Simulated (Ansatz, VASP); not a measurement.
# Cross-check of Ru (Ruthenium) between VASP and Ansatz

Aim: how closely do two programs agree when they are given the same cell, functional and k mesh? The cell is taken from a series of runs on this material, whose earlier steps may have relaxed, scaled, displaced or heated it; both programs get it as it stands.

Main program and level: Ansatz 0.2.0; plane waves, with VASP 6.6.1 beside it; zone-centre phonons at LDA.

## Step 1: Starting point

Symmetry: P6_3/mmc, No. 194, hexagonal system. Conventional cell: a = 2.705 Å, b = 2.705 Å, c = 4.055 Å, α = 90.00°, β = 90.00°, γ = 120.00°. Ru has 12 Ru at 2.56 to 2.71 Å nearest.

## Step 2: Ansatz: zone-centre phonons, LDA

Ansatz runs on its PAW soft_1 files.

Second derivatives magnify differences that forces hide, and they need a tight electronic threshold.

Input file input.yaml:

```yaml
crystal:
  lattice:
    - [2.705155955, 0.0, 0.0]
    - [-1.3525779775, 2.3427337782, 0.0]
    - [0.0, 0.0, 4.0549917728]
  atoms:
    - { symbol: Ru, position: [0.3333333303, 0.6666666697, 0.25] }
    - { symbol: Ru, position: [0.6666666697, 0.3333333303, 0.75] }
kpoints:
  mp_grid: { grid: [18, 18, 12] }
hamiltonian:
  xc: lda
  pseudopotentials: { kind: paw, azcp: { folder: soft_1 }, xc_functional: pbe }
scf:
  occupations: { method: methfessel_paxton, width: 0.2 }
output:
  eigenvalues: true
phonons:
  method: dfpt
```

Started as:

```console
$ ansatz run input.yaml --threads 4 --pin off --max-ram 10240MiB --backend cpu --events-out ev --progress --plain --runs-dir out
```

Numbers of over 12 decimals in the logs are rounded to 6 here.

The program printed:

```text
zone centre: on kpoints.mp_grid the ground state, and the responses unless they are solved on pairs of k-points, stand on 637 of the mesh's 3888 k-points, reduced under 4 symmetry operations, with k and −k counted as one. Each operation leaves every solved displacement unchanged or reverses it
Engine: ansatz 0.2.0, aarch64-unknown-linux-gnu
Pseudopotentials: kind: paw
Pseudopotential: Ru, paw, valence charge 16, recommended cutoff 420 eV (normal), soft_1/Ru.paw.azcp
Functional definition: SPW92
  exchange = slater_x
  correlation = pw_c
Crystal: 2 atoms, lattice volume = 25.698 Å³
Basis set: ecut = 420 eV, 499 PW (Γ), exchange–correlation on 40×40×60 points (8 copies of the dense FFT grid, shifted against one another)
Bands: 20, of which v1, the nominal top of the filled ones, is band 16 counted from 1 (15 counted from 0)
Symmetry: 24 space group operations
k-points: 637 of 3888 (irreducible under 4 space group operations, time reversal used)
Non-local potential: Ru, projectors of the file, l = 0: 3, l = 1: 2, l = 2: 2, l = 3: 1
PAW form: soft (Blöchl's): semilocal exchange-correlation on the pseudo side does not see the compensation charge
PAW frozen core: Ru, regenerated for the run's functional, and the local potential with it (the file was generated under x = pbe(κ = 0.804, μ = 0.219515), c = pbe(β = 0.066725))
PAW one-centre angular grid: Ru, 590 points (default); XC on 64 Gauss nodes
Initial density: superposition of atomic densities (chi_scale 0.1, normalization cell)
Initial wavefunctions: pseudopotential atomic-orbital guess
Functional: x = slater, c = lda
SCF iter   1: F=—  HF=-11517.999789 eV  |F-HF|=—  |Δ(HF+E_count)|=         —  Δρ=1.31e-1  dr2=4.02e0  ethr=3.10e-3  ⟨swp⟩=5.0  Hψ=112111  notcnv=0  defer=49
automatic band count: the SCF goes on with 24 bands, as 20 were too few: they end inside the smearing window of the response
preconditioner: auto → none  [metal: Δε(μ)=0.016 eV  Ē_g=12.109 eV  σ=0.200 eV  W_gap=0.07  n_scr=8 (ndim 8)  ℏωp=29.3 eV  f_vac=0.000  D(μ)=1.29/eV (n_scr^D=8)  sad-step TF]
SCF iter   2: F=—  HF=-11517.013393 eV  |F-HF|=—  |Δ(HF+E_count)|=   9.86e-1  S|Δr|=    0.00e0  Δρ=7.33e-2  dr2=1.25e0  ethr=3.10e-3  ⟨swp⟩=2.8  Hψ=29161  notcnv=0  defer=1809
SCF iter   3: F=—  HF=-11516.575598 eV  |F-HF|=—  |Δ(HF+E_count)|=   4.38e-1  S|Δr|=    0.00e0  Δρ=3.43e-3  dr2=1.30e-3  ethr=3.10e-3  ⟨swp⟩=2.0  Hψ=21728  notcnv=0  defer=1809
SCF iter   4: F=—  HF=-11516.576248 eV  |F-HF|=—  |Δ(HF+E_count)|=   6.50e-4  S|Δr|=    0.00e0  Δρ=4.92e-4  dr2=1.93e-5  ethr=4.07e-6  ⟨swp⟩=2.4  Hψ=30140  notcnv=0  defer=1674
SCF iter   5: F=—  HF=-11516.576256 eV  |F-HF|=—  |Δ(HF+E_count)|=   8.65e-6  S|Δr|=    0.00e0  Δρ=1.68e-4  dr2=3.78e-6  ethr=6.04e-8  ⟨swp⟩=2.0  Hψ=23578  notcnv=0  defer=1674
SCF iter   6: F=—  HF=-11516.576255 eV  |F-HF|=—  |Δ(HF+E_count)|=   1.14e-6  S|Δr|=    0.00e0  Δρ=2.33e-5  dr2=7.07e-8  ethr=1.18e-8  ⟨swp⟩=2.9  Hψ=24901  notcnv=0  defer=1674
SCF iter   7: F=—  HF=-11516.576255 eV  |F-HF|=—  |Δ(HF+E_count)|=   2.89e-7  S|Δr|=    0.00e0  Δρ=3.49e-6  dr2=2.17e-9  ethr=2.21e-10  ⟨swp⟩=2.0  Hψ=21538  notcnv=0  defer=1674
SCF iter   8: F=—  HF=-11516.576255 eV  |F-HF|=—  |Δ(HF+E_count)|=  4.33e-10  S|Δr|=    0.00e0  Δρ=4.54e-7  dr2=3.90e-11  ethr=6.77e-12  ⟨swp⟩=2.6  Hψ=22771  notcnv=0  defer=1674
SCF iter   9: F=-11516.576255 eV  HF=-11516.576255 eV  |F-HF|=0.00e0  |Δ(HF+E_count)|=  1.46e-11  S|Δr|=    0.00e0  Δρ=2.87e-8  dr2=1.09e-13  ethr=1.00e-12  ⟨swp⟩=10.0  Hψ=73413  notcnv=0
SCF 1 converged in 9 iterations: F = -11516.576255 eV  dr2 = 1.09e-13
  greatest PAW one-centre occupation: 1.000 electrons in one spin orbital (limit 2), on the Ru atom at site 1 (counted from 0), in its partial waves of l = 0
DFPT response loops at Γ: preconditioner auto → Kerker (q_TF=auto, 2.830 Å⁻¹) (partly filled bands, converged f_vac=0.000); β = 1.00, the filter's whole step (`scf.mixing.beta` (0.50) is not read by the response loops under this deck's `scf.mixing.preconditioner`; to damp them name `kerker` or `kerker_dos`, under which they read `scf.mixing.beta`, and type it under 1.00, their step now; both keys bind the ground state too); Broyden in place of MSR1
SCF converged after 9 iterations
Stability not checked: this state was not tested for a lower state beside it, because cold or Methfessel-Paxton smearing, or corrected tetrahedra, fill the levels in a way that the test cannot read (fill_not_monotonic; see scf.lower_state_search)
Free energy (F): -11516.576255 eV
Harris-Foulkes:  -11516.576255 eV  (|F-HF|=0.00e0)
Internal energy: -11516.575871 eV  (E = F + TS)
E sigma→0 (E₀):  -11516.576159 eV
Entropy (-TS):   -0.000385 eV (-0.192 meV/atom)
Fermi energy:    24.655998 eV
--- Per-component energies (eV) ---
  E_band       = -74.606726
  E_kinetic    = 926.195924
  E_local      = -2442.586136  (includes V_loc(G=0)·N_el)
  E_nonlocal   = 836.475885
  E_hartree    = 808.054301
  E_xc         = -340.523641
  E_vxc        = -432.235909  (∫ρ·V_xc dr)
  E_paw        = -6764.144786  (= ΣΔE_a)
  E_vpaw       = -578.566266  (= ΣTr[D̂ρ^β])
  E_aug_tail   = 0.001156  (compensation charges beyond the density's cutoff)
  E_ewald      = -4541.191943
  E_core_change = 1.143369  (= ΣΔE_core)
  E_smearing   = -0.000385  (= −TS)
  E_closure    = -0.000000  (closes the sum)
  Σ components = -11516.576255   (vs F -11516.576255, Δ=0.00e0)
--- Band table (eV; the first three rows and the last of 637) ---
  k-point 0: bands = [... 12 lower, 22.5413, 22.6144, 22.6144, 22.6728, 22.6728, 25.9235, 25.9235, 26.6690, ... 4 higher]
  k-point 1: bands = [... 12 lower, 22.4874, 22.5408, 22.5408, 22.8587, 22.8587, 25.9510, 25.9510, 26.3626, ... 4 higher]
  k-point 2: bands = [... 12 lower, 22.3370, 22.3457, 22.3457, 23.2744, 23.2744, 25.5794, 26.0029, 26.0029, ... 4 higher]
  k-point 636: bands = [... 12 lower, 21.8019, 21.8019, 23.1099, 23.1099, 26.3488, 26.3488, 29.9223, 29.9223, ... 4 higher]
--- Phonons (Γ-DFPT): 2 representative perturbations + reference, on 637 of 3888 k-points (Σ response iterations 6) ---
  k mesh reduced under 4 symmetry operations, with k and −k counted as one. Each operation leaves every solved displacement unchanged or reverses it
  ASR residual: 9.502e-6 → 0.000e0 eV/Å²; symmetrization residual: 9.095e-13 eV/Å²
  ASR residual per site (eV/Å²): 9.50e-6 9.50e-6
  Γ frequencies (cm⁻¹): 0.00 0.00 0.00 230.40 230.40 326.85
  non-analytic LO–TO correction: not included (Born effective charges unavailable; polar crystals: no LO–TO splitting at Γ)
```

Reading the cycles: dr2 is the Hartree energy of the density residual (eV), the measure of convergence; HF is the Harris–Foulkes estimate of the energy, which meets the free energy F at convergence.

## Step 3: VASP: zone-centre phonons, LDA

The same cell, functional (in two slightly different forms), mesh and smearing now go to VASP, with its own data sets.

Lines of VASP's logs that name or quote its potential files are left out, and so is its time.

Input file INCAR:

```
SYSTEM = Ru
PREC = Accurate
ENCUT = 500
EDIFF = 1E-08
NELM = 120
ISMEAR = 1
SIGMA = 0.2
LREAL = .FALSE.
ALGO = Normal
GGA = CA
NBANDS = 20
LASPH = .TRUE.
LORBIT = 11
LWAVE = .FALSE.
LCHARG = .FALSE.
ISIF = 2
IBRION = 8
GGA_COMPAT = .FALSE.
KPAR = 2
```

Input file POSCAR:

```
Ru
1.0
    2.7051559550      0.0000000000      0.0000000000
   -1.3525779775      2.3427337782      0.0000000000
    0.0000000000      0.0000000000      4.0549917728
Ru
2
Direct
    0.3333333303      0.6666666697      0.2500000000
    0.6666666697      0.3333333303      0.7500000000
```

Input file KPOINTS:

```
Automatic mesh
0
Gamma
18 18 12
0 0 0
```

Potentials, in the order of the species: Ru_pv (LDA family, release 64).

Started as:

```console
$ mpirun -np 2 vasp_std
```

The program printed:

```text
[banner, memory and clock lines left out]
running    2 mpi-ranks, on    1 nodes
 distrk:  each k-point on    1 cores,    2 groups
 distr:  one band on    1 cores,    1 groups

 POSCAR found type information on POSCAR Ru
 POSCAR found :  1 types and       2 ions
 LDA part: xc-table for (Slater(with rela. corr.)+CA(PZ))
 , standard interpolation
 POSCAR, INCAR and KPOINTS ok, starting setup
 FFT: planning ... GRIDC
 FFT: planning ... GRID_SOFT
 FFT: planning ... GRID
 WAVECAR not read
 entering main loop
       N       E                     dE             d eps       ncg     rms          rms(c)
DAV:   1     0.282878131774E+03    0.28288E+03   -0.17343E+04 10392   0.153E+03
DAV:   2    -0.166652974528E+02   -0.29954E+03   -0.29117E+03 10616   0.459E+02
DAV:   3    -0.226536736004E+02   -0.59884E+01   -0.59437E+01 11852   0.727E+01
DAV:   4    -0.227022265257E+02   -0.48553E-01   -0.48491E-01 13204   0.615E+00
DAV:   5    -0.227029438204E+02   -0.71729E-03   -0.71391E-03 11572   0.643E-01    0.212E+01
DAV:   6    -0.214005878409E+02    0.13024E+01   -0.29592E+00 12060   0.171E+01    0.628E+00
DAV:   7    -0.213104662361E+02    0.90122E-01   -0.57487E-01 11608   0.545E+00    0.124E+00
DAV:   8    -0.212990186447E+02    0.11448E-01   -0.27772E-02 11616   0.169E+00    0.348E-01
DAV:   9    -0.212987489960E+02    0.26965E-03   -0.49169E-04 11840   0.213E-01    0.302E-02
DAV:  10    -0.212987685824E+02   -0.19586E-04   -0.77556E-05 11600   0.887E-02    0.208E-02
DAV:  11    -0.212987666655E+02    0.19169E-05   -0.17206E-05 11628   0.411E-02    0.193E-03
DAV:  12    -0.212987666330E+02    0.32458E-07   -0.14445E-07 12036   0.391E-03    0.998E-04
DAV:  13    -0.212987666265E+02    0.65147E-08   -0.70564E-09  7432   0.883E-04
   1 F= -.21298767E+02 E0= -.21298657E+02  d E =-.328733E-03
 Linear response reoptimize wavefunctions to high precision
DAV:   1    -0.212987666284E+02   -0.19104E-08   -0.52076E-10  7076   0.240E-04
DAV:   2    -0.212987666284E+02    0.50022E-11   -0.33172E-11  6440   0.649E-05
 Linear response DOF=           2
 Linear response progress:
  Degree of freedom:   1/  2
       N       E                     dE             d eps       ncg     rms          rms(c)
RMM:   1    -0.505585060569E+00   -0.50559E+00    0.34009E+00 46372   0.594E+01
RMM:   2    -0.608093043503E+00   -0.10251E+00   -0.11746E-01 63639   0.289E+00    0.145E-01
RMM:   3    -0.606989927952E+00    0.11031E-02   -0.36575E-03 72401   0.499E-01    0.659E-02
RMM:   4    -0.605851736579E+00    0.11382E-02   -0.46420E-04 73361   0.167E-01    0.244E-02
RMM:   5    -0.605684679353E+00    0.16706E-03   -0.70122E-05 89168   0.435E-02    0.967E-03
RMM:   6    -0.605610931897E+00    0.73747E-04   -0.78499E-05 80442   0.120E-02    0.317E-03
RMM:   7    -0.605613223218E+00   -0.22913E-05   -0.57308E-05 82349   0.575E-03    0.744E-04
RMM:   8    -0.605633028047E+00   -0.19805E-04   -0.34215E-05 93108   0.234E-03    0.324E-04
RMM:   9    -0.605639470383E+00   -0.64423E-05   -0.18459E-05 88143   0.105E-03    0.670E-05
RMM:  10    -0.605640032865E+00   -0.56248E-06   -0.95617E-06 98676   0.536E-04    0.201E-05
RMM:  11    -0.605640333088E+00   -0.30022E-06   -0.49574E-06 85790   0.302E-04    0.958E-06
RMM:  12    -0.605640368597E+00   -0.35509E-07   -0.28980E-06 90194   0.195E-04    0.485E-06
RMM:  13    -0.605640349788E+00    0.18809E-07   -0.16826E-06100499   0.134E-04    0.146E-06
RMM:  14    -0.605640382373E+00   -0.32585E-07   -0.10341E-06 95153   0.102E-04    0.858E-07
RMM:  15    -0.605640401817E+00   -0.19444E-07   -0.58005E-07100955   0.840E-05    0.284E-07
RMM:  16    -0.605640410413E+00   -0.85960E-08   -0.38708E-07102510   0.724E-05    0.294E-07
RMM:  17    -0.605640418842E+00   -0.84294E-08   -0.23245E-07 99262   0.661E-05    0.860E-08
 first order change of Fermi-energy   0.10032E-05
 force on displaced ion       1 direction 1 :  -9.935   0.001   0.000
 Linear response progress:
  Degree of freedom:   2/  2
       N       E                     dE             d eps       ncg     rms          rms(c)
RMM:   1    -0.611929052534E+00   -0.61193E+00    0.38234E+00 15992   0.601E+01
RMM:   2    -0.726787225180E+00   -0.11486E+00   -0.13223E-01 22091   0.300E+00    0.148E-01
RMM:   3    -0.726314428420E+00    0.47280E-03    0.72451E-04 25049   0.467E-01    0.752E-02
RMM:   4    -0.725907734281E+00    0.40669E-03    0.23963E-04 24839   0.163E-01    0.219E-02
RMM:   5    -0.725770055573E+00    0.13768E-03    0.68906E-04 29887   0.510E-02    0.138E-02
RMM:   6    -0.725751581695E+00    0.18474E-04    0.75178E-05 26585   0.160E-02    0.829E-03
RMM:   7    -0.725729982612E+00    0.21599E-04    0.36556E-05 25767   0.974E-03    0.221E-03
RMM:   8    -0.725729692876E+00    0.28974E-06    0.34968E-05 29740   0.371E-03    0.674E-04
RMM:   9    -0.725740763442E+00   -0.11071E-04    0.16369E-05 28139   0.163E-03    0.860E-05
RMM:  10    -0.725741659695E+00   -0.89625E-06    0.14588E-05 29135   0.695E-04    0.423E-05
RMM:  11    -0.725743556927E+00   -0.18972E-05    0.73765E-06 31388   0.366E-04    0.119E-05
RMM:  12    -0.725744222718E+00   -0.66579E-06    0.29656E-06 29210   0.231E-04    0.423E-06
RMM:  13    -0.725744340347E+00   -0.11763E-06    0.23621E-06 33773   0.153E-04    0.182E-06
RMM:  14    -0.725744529142E+00   -0.18880E-06    0.95801E-07 32793   0.114E-04    0.194E-06
RMM:  15    -0.725744593918E+00   -0.64776E-07    0.67299E-07 31944   0.948E-05    0.149E-06
RMM:  16    -0.725744750997E+00   -0.15708E-06    0.17083E-07 28434   0.934E-05    0.466E-06
RMM:  17    -0.725744679405E+00    0.71592E-07    0.28839E-07 28174   0.808E-05    0.730E-07
RMM:  18    -0.725744680900E+00   -0.14958E-08    0.23213E-07 31205   0.703E-05    0.276E-07
RMM:  19    -0.725744703314E+00   -0.22413E-07    0.74920E-08 26332   0.658E-05    0.239E-07
RMM:  20    -0.725744711677E+00   -0.83633E-08    0.41521E-08 25478   0.638E-05    0.152E-07
 first order change of Fermi-energy   0.14163E-03
 force on displaced ion       1 direction 3 :   0.000   0.000 -20.276
 Linear response finished
```

From OUTCAR (step 3):

```text
ion  position               nearest neighbor table
   1  0.333  0.667  0.250-   2 2.56   2 2.56   2 2.56   2 2.56   2 2.56   2 2.56
   2  0.667  0.333  0.750-   1 2.56   1 2.56   1 2.56   1 2.56   1 2.56   1 2.56

  LATTYP: Found a hexagonal cell.
 ALAT       =     2.7051559550
 C/A-ratio  =     1.4989863210

 Subroutine GETGRP returns: Found 24 space group operations
 (whereof 12 operations were pure point group operations)

The static configuration has the point symmetry D_3d.
 The point group associated with its full space group is D_6h.

 Found    259 irreducible k-points:

   k-points           NKPTS =    259   k-points in BZ     NKDIM =    259   number of bands    NBANDS=     20

   dimension x,y,z NGX =    20 NGY =   20 NGZ =   30
   dimension x,y,z NGXF=    40 NGYF=   40 NGZF=   60

   ENCUT  =  500.0 eV  36.75 Ry    6.06 a.u.   4.93  4.93  7.39*2*pi/ulx,y,z

   NELECT =      28.0000    total number of electrons

 k-points in reciprocal lattice and weights: Automatic mesh
   0.00000000  0.00000000  0.00000000       0.000
   0.05555556 -0.00000000  0.00000000       0.002
   0.11111111 -0.00000000  0.00000000       0.002
   0.16666667 -0.00000000  0.00000000       0.002
   0.22222222  0.00000000  0.00000000       0.002
   0.27777778  0.00000000  0.00000000       0.002
   0.33333333  0.00000000  0.00000000       0.002
   0.38888889  0.00000000  0.00000000       0.002
   0.44444444  0.00000000  0.00000000       0.002
[...]
0.33333333  0.27777778  0.50000000       0.003
   0.33333333  0.33333333  0.50000000       0.001

 average (electrostatic) potential at core
       1 -66.4764       2 -66.4764

  Total        0.1589033      0.1589033      4.5403494      0.0000000      0.0000000      0.0000000
  in kB        9.9069134      9.9069134    283.0705118      0.0000000      0.0000000      0.0000000
  external PRESSURE =     100.9614462 kB  Pullay stress =       0.0000000 kB

  energy-cutoff  :      500.00
  volume of cell :       25.70
      direct lattice vectors                 reciprocal lattice vectors
     2.705155955  0.000000000  0.000000000     0.369664454  0.213425872  0.000000000
    -1.352577977  2.342733778  0.000000000     0.000000000  0.426851744  0.000000000
     0.000000000  0.000000000  4.054991773     0.000000000  0.000000000  0.246609625

 POSITION                                       TOTAL-FORCE (eV/Angst)
 -----------------------------------------------------------------------------------
     -0.00000      1.56182      1.01375        -0.000000     -0.000000      0.000000
      1.35258      0.78091      3.04124         0.000000      0.000000      0.000000
 -----------------------------------------------------------------------------------
    total drift:                               -0.000004      0.000002     -0.000000

 Eigenvectors and eigenvalues of the dynamical matrix
 ----------------------------------------------------

   1 f  =    9.902575 THz    62.219713 2PiTHz  330.314346 cm-1    40.953741 meV
             X         Y         Z           dx          dy          dz
     -0.000000  1.561823  1.013748    -0.000000    0.000000   -0.707107
      1.352578  0.780911  3.041244     0.000000    0.000000    0.707107

   2 f  =    6.931631 THz    43.552720 2PiTHz  231.214310 cm-1    28.666908 meV
             X         Y         Z           dx          dy          dz
     -0.000000  1.561823  1.013748    -0.707107    0.000000    0.000000
      1.352578  0.780911  3.041244     0.707107    0.000000    0.000000

   3 f  =    6.931631 THz    43.552720 2PiTHz  231.214310 cm-1    28.666908 meV
             X         Y         Z           dx          dy          dz
     -0.000000  1.561823  1.013748     0.000000   -0.707107   -0.000000
      1.352578  0.780911  3.041244    -0.000000    0.707107    0.000000

   4 f  =    0.000000 THz     0.000000 2PiTHz    0.000001 cm-1     0.000000 meV
             X         Y         Z           dx          dy          dz
     -0.000000  1.561823  1.013748     0.000000    0.707107    0.000000
      1.352578  0.780911  3.041244    -0.000000    0.707107    0.000000

   5 f  =    0.000000 THz     0.000000 2PiTHz    0.000001 cm-1     0.000000 meV
             X         Y         Z           dx          dy          dz
     -0.000000  1.561823  1.013748    -0.707107   -0.000000   -0.000000
      1.352578  0.780911  3.041244    -0.707107    0.000000    0.000000

   6 f  =    0.000000 THz     0.000000 2PiTHz    0.000000 cm-1     0.000000 meV
             X         Y         Z           dx          dy          dz
     -0.000000  1.561823  1.013748     0.000000    0.000000    0.707107
      1.352578  0.780911  3.041244    -0.000000    0.000000    0.707107

 ELASTIC MODULI CONTR FROM IONIC RELAXATION (kBar)
 Direction    XX          YY          ZZ          XY          YZ          ZX
 --------------------------------------------------------------------------------
 XX         -84.0558     84.0558     -0.0000      0.0000     -0.0000      0.0000
 YY          84.0558    -84.0558      0.0000     -0.0000      0.0000      0.0000
 ZZ          -0.0000      0.0000     -0.0000      0.0000     -0.0000      0.0000
 XY           0.0000     -0.0000      0.0000    -84.0558      0.0000      0.0000
 YZ          -0.0000      0.0000     -0.0000      0.0000     -0.0000      0.0000
 ZX           0.0000      0.0000      0.0000      0.0000      0.0000      0.0000
 --------------------------------------------------------------------------------
```

## Step 4: Side by side

Known differences besides the potentials themselves: the two LDA forms differ slightly; the data sets hold 32 valence electrons in Ansatz (on its PAW soft_1 files) and 28 in VASP; the cutoff is 420 eV in Ansatz and 500 eV in VASP; VASP's log shows a relativistic correction to its local exchange, Ansatz's none. Total energies have different zeros and are not compared.

The two programs side by side:

| quantity | Ansatz | VASP | difference |
| --- | --- | --- | --- |
| optical mode 1 to 2 (cm⁻¹) | 230.4 | 231.2 | -0.35 % |
| optical mode 3 (cm⁻¹) | 326.9 | 330.3 | -1.05 % |

Modes are paired by rising frequency, not by their patterns, so a pair may set unlike modes beside each other; they are those without the splitting of longitudinal modes.

## Step 5: Summary of results

```json
{
 "r.m.s. difference of the optical zone-centre modes, each program's sorted by frequency (zone-centre phonons, LDA)": "2.1 cm⁻¹",
 "difference in optical mode 3 (zone-centre phonons, LDA)": "-1.0 %"
}
```

The r.m.s. difference of the optical zone-centre modes, each program's sorted by frequency is 2.1 cm⁻¹ (zone-centre phonons, LDA). The data sets hold unlike numbers of valence electrons (32 in Ansatz and 28 in VASP), so part of the differences comes from the potentials. Among the rows given in per cent, the largest difference of the zone-centre phonons, LDA pair is in optical mode 3, -1.0 %. How closely two codes agree says nothing of how well the functional describes the real material.

[Lines on the potential files, build, host, timing and source positions are cut from VASP's logs without a mark.]

[Logs are printed without paths, hosts, clocks, repeated set-up lines and the standing remarks that a program may print on its own settings, such as how far it seeks lower states.]

[Hosts, paths, dates, database ids (printed as entryN), source tags and the programs' standing remarks are cut or masked in the printed files.]
